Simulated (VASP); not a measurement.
OSZICAR of a VASP run on LaB6 (cab6):

OSZICAR:
```
       N       E                     dE             d eps       ncg     rms          rms(c)
DAV:   1     0.234292995086E+03    0.23429E+03   -0.11324E+04  1276   0.207E+03
DAV:   2    -0.424054896812E+01   -0.23853E+03   -0.22774E+03  1670   0.331E+02
DAV:   3    -0.509581464826E+02   -0.46718E+02   -0.44300E+02  1928   0.179E+02
DAV:   4    -0.533999679631E+02   -0.24418E+01   -0.24206E+01  2260   0.425E+01
DAV:   5    -0.534927929759E+02   -0.92825E-01   -0.91553E-01  2008   0.661E+00    0.909E+00
DAV:   6    -0.493851365017E+02    0.41077E+01   -0.10938E+01  1862   0.208E+01    0.461E+00
DAV:   7    -0.490864632069E+02    0.29867E+00   -0.43166E+00  2192   0.128E+01    0.191E+00
DAV:   8    -0.491874935056E+02   -0.10103E+00   -0.23097E+00  2176   0.152E+01    0.140E+00
DAV:   9    -0.490696356642E+02    0.11786E+00   -0.31384E-01  2082   0.506E+00    0.695E-01
DAV:  10    -0.490496283313E+02    0.20007E-01   -0.25411E-01  2216   0.446E+00    0.159E-01
DAV:  11    -0.490495457418E+02    0.82590E-04   -0.10612E-02  1956   0.936E-01    0.108E-01
DAV:  12    -0.490492263893E+02    0.31935E-03   -0.10513E-03  2310   0.295E-01    0.603E-02
DAV:  13    -0.490490419254E+02    0.18446E-03   -0.13589E-03  2142   0.347E-01    0.621E-03
DAV:  14    -0.490490444197E+02   -0.24943E-05   -0.48994E-05  1952   0.616E-02    0.316E-03
DAV:  15    -0.490490446795E+02   -0.25976E-06   -0.27280E-06  2334   0.135E-02    0.210E-03
DAV:  16    -0.490490447906E+02   -0.11109E-06   -0.15296E-07  1464   0.331E-03    0.125E-03
DAV:  17    -0.490490449560E+02   -0.16543E-06   -0.16936E-08  1046   0.246E-03    0.385E-04
DAV:  18    -0.490490448721E+02    0.83912E-07   -0.28751E-08  1218   0.187E-03
   1 F= -.49049045E+02 E0= -.49049045E+02  d E =0.000000E+00
```

Task: Which electronic solver shows in the log?

Result: It is blocked Davidson (ALGO = Normal, or the opening steps of other solvers). The INCAR had ALGO = Normal.

Task: Can the final energy be trusted as converged?

Result: Self-consistency was reached. It stopped with EDIFF = 1E-7, NELM = 100 (PBE GGA, plane waves, VASP's PBE PAW potentials (set 64)).

The compound is LaB6 in the cab6 structure. It was relaxed first. The electron count is odd and the run is not spin-polarised, which forces a metal.
